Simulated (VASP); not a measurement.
Method: PBE GGA with D3 dispersion (zero damping), VASP's PBE PAW potentials (set 64) (plane waves; VASP 6.6.1).

Input for VASP

File POSCAR:
```
CuAu
1
    2.7889772121     0.0000000000     0.0000000000
    0.0000000000     2.7889772121     0.0000000000
    0.0000000000     0.0000000000     3.8084872134
Cu Au
1 1
Direct
  0.0000000000   0.0000000000   0.0000000000
  0.5000000000   0.5000000000   0.5000000000
```

**KPOINTS**
```
Automatic mesh
0
Gamma
13 13 10
0 0 0
```

**INCAR**
```
! general
SYSTEM  = CuAu
PREC    = Accurate
ENCUT   = 520
LREAL   = .False.
LASPH   = .True.

! electronic loop
EDIFF   = 1E-7
NELM    = 100
ALGO    = Normal
LMAXMIX = 6

! smearing
ISMEAR  = 1
SIGMA   = 0.1

! functional
GGA     = PE
IVDW    = 11

! ions
IBRION  = 2
NSW     = 30
ISIF    = 4
EDIFFG  = -0.01

! output
LWAVE   = .False.
LCHARG  = .False.
```

POTCAR, in this order: Cu Au (PBE.64 set). Program: vasp_std.

Unless said otherwise, spin-orbit coupling is left out, though it shifts the bands of the heavy elements here.

Task: Predict the energy per atom (σ→0), dispersion energy, band gap (on the k-mesh).

Result: 
| Quantity | Result |
|---|---|
| energy per atom (σ→0) | -4.221 eV/atom |
| dispersion energy | -1.386 eV |
| band gap (on the k-mesh) | none (metal, semimetal or under 0.01 eV) |

**OSZICAR**
```
...
DAV:   1    -0.705613051555E+01    0.24196E-03   -0.32776E-02  5579   0.174E+00    0.167E-01
DAV:   2    -0.705570898230E+01    0.42153E-03   -0.67226E-04  7440   0.728E-01    0.101E-01
DAV:   3    -0.705556870753E+01    0.14027E-03   -0.66563E-04  6119   0.880E-01    0.741E-02
DAV:   4    -0.705548136519E+01    0.87342E-04   -0.33284E-04  6524   0.610E-01    0.120E-02
DAV:   5    -0.705548222489E+01   -0.85969E-06   -0.12203E-05  5643   0.395E-02    0.811E-03
DAV:   6    -0.705548225727E+01   -0.32383E-07   -0.10405E-06  6946   0.264E-02    0.184E-03
DAV:   7    -0.705548221556E+01    0.41712E-07   -0.25277E-07  3215   0.181E-02
   3 F= -.84415275E+01 E0= -.84416746E+01  d E =-.978550E-04
```

The compound is CuAu in the L1_0 structure. This cell is one point of a volume scan, at 1.03 of the reference volume. Symmetry was kept, so distortions that lower it aren't found.
